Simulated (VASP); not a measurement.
Calculation: RPBE GGA, VASP's PBE PAW potentials (set 64) (plane waves; VASP).

The input files of a VASP run:

**POSCAR**
```
S atom
1.0
 12.0000000000   0.0000000000   0.0000000000
  0.0000000000  12.5000000000   0.0000000000
  0.0000000000   0.0000000000  13.0000000000
S
1
direct
  0.0000000000   0.0000000000   0.0000000000
```

### INCAR
```
ALGO=All
EDIFF=1E-6
ENCUT=520
GGA=RP
ISMEAR=0
ISPIN=2
ISYM=0
LASPH=.TRUE.
LCHARG=.FALSE.
LORBIT=10
LREAL=.FALSE.
LWAVE=.FALSE.
MAGMOM=2
NELM=200
NUPDOWN=2
PREC=Normal
SIGMA=0.01
SYSTEM=S atom
```

**KPOINTS**
```
Automatic mesh
0
Gamma
1 1 1
0 0 0
```

POTCAR, in this order: S (PBE.64 set). Program: vasp_gam. Read from the step before: WAVECAR.

Output

OSZICAR:
```
       N       E                     dE             d eps       ncg     rms           ort
SDA:   1    -0.895856034979E+00   -0.89586E+00    0.00000E+00     8   0.883E-02   0.000E+00
CGA:   2    -0.899606637570E+00   -0.37506E-02   -0.37449E-02     8   0.105E-02   0.237E-04
CGA:   3    -0.899916277163E+00   -0.30964E-03   -0.30924E-03     8   0.417E-03   0.585E-05
SDA:   4    -0.901443907558E+00   -0.15276E-02   -0.15276E-02     8   0.342E-01   0.252E-02
CGA:   5    -0.106692404036E+01   -0.16548E+00   -0.17126E+00     8   0.109E+00   0.384E-02
CGA:   6    -0.110717063384E+01   -0.40247E-01   -0.40277E-01     8   0.361E-01  -0.396E-04
CGA:   7    -0.111929269542E+01   -0.12122E-01   -0.12126E-01     8   0.104E-01   0.138E-05
CGA:   8    -0.112357439868E+01   -0.42817E-02   -0.42815E-02     8   0.354E-02  -0.208E-05
CGA:   9    -0.112484777537E+01   -0.12734E-02   -0.12736E-02     8   0.110E-02   0.333E-05
CGA:  10    -0.112529930790E+01   -0.45153E-03   -0.45150E-03     8   0.277E-03  -0.837E-06
CGA:  11    -0.112540976045E+01   -0.11045E-03   -0.11046E-03     8   0.686E-04   0.156E-06
CGA:  12    -0.112543691666E+01   -0.27156E-04   -0.27162E-04     8   0.150E-04   0.114E-06
CGA:  13    -0.112544334793E+01   -0.64313E-05   -0.64243E-05     8   0.330E-05  -0.552E-06
CGA:  14    -0.112544468207E+01   -0.13341E-05   -0.13362E-05     8   0.810E-06   0.975E-07
CGA:  15    -0.112544507321E+01   -0.39115E-06   -0.38921E-06     8   0.256E-06   0.733E-07
   1 F= -.11254451E+01 E0= -.11254451E+01  d E =-.177656E-28  mag=     2.0000
```

**OUTCAR**
```
------------------------ aborting loop because EDIFF is reached ----------------------------------------
  FORCE on cell =-STRESS in cart. coord.  units (eV):
  Direction    XX          YY          ZZ          XY          YZ          ZX
  --------------------------------------------------------------------------------------
  Total       -0.0074700     -0.0084843     -0.0089811      0.0000341      0.0000344      0.0003127
  in kB       -0.0061376     -0.0069709     -0.0073791      0.0000280      0.0000282      0.0002569
  external PRESSURE =      -0.0068292 kB  Pullay stress =       0.0000000 kB
  volume of cell :     1950.00
      direct lattice vectors                 reciprocal lattice vectors
    12.000000000  0.000000000  0.000000000     0.083333333  0.000000000  0.000000000
     0.000000000 12.500000000  0.000000000     0.000000000  0.080000000  0.000000000
     0.000000000  0.000000000 13.000000000     0.000000000  0.000000000  0.076923077
 POSITION                                       TOTAL-FORCE (eV/Angst)
 -----------------------------------------------------------------------------------
      0.00000      0.00000      0.00000         0.000000     -0.000000      0.000000
 -----------------------------------------------------------------------------------
    total drift:                                0.000000     -0.000000      0.000000
  FREE ENERGIE OF THE ION-ELECTRON SYSTEM (eV)
  ---------------------------------------------------
  free  energy   TOTEN  =        -1.1254450732 eV

  energy  without entropy=       -1.1254450732  energy(sigma->0) =       -1.12544507

 total charge

# of ion       s       p       d       tot
------------------------------------------
    1        1.400   2.103   0.000   3.503

 magnetization (x)

# of ion       s       p       d       tot
------------------------------------------
    1        0.027   1.095   0.000   1.122
```
(Selected blocks of OUTCAR.)

File OUTCAR:
```
 val. band max:       -6.0544967065   @ k =   0.0000   0.0000   0.0000

 cond. band min:      -5.3812091726   @ k =   0.0000   0.0000   0.0000


 Fermi energy:        -6.5966481303

 spin component 1

 k-point     1 :       0.0000    0.0000    0.0000
  band No.  band energies     occupation
      1     -17.9372      1.00000
      2      -8.0213      1.00000
      3      -8.0213      1.00000
      4      -6.6849      1.00000
      5      -0.5205      0.00000
      6       0.5253      0.00000
      7       0.5571      0.00000
      8       0.6060      0.00000

 Fermi energy:        -5.9766226109

 spin component 2

 k-point     1 :       0.0000    0.0000    0.0000
  band No.  band energies     occupation
      1     -15.7338      1.00000
      2      -6.0545      1.00000
      3      -5.3812      0.00000
      4      -5.3810      0.00000
      5      -0.2644      0.00000
      6       0.6420      0.00000
      7       0.7759      0.00000
      8       0.8513      0.00000
```

The atom may not be in its lowest state.

The cell is a free atom in a box.
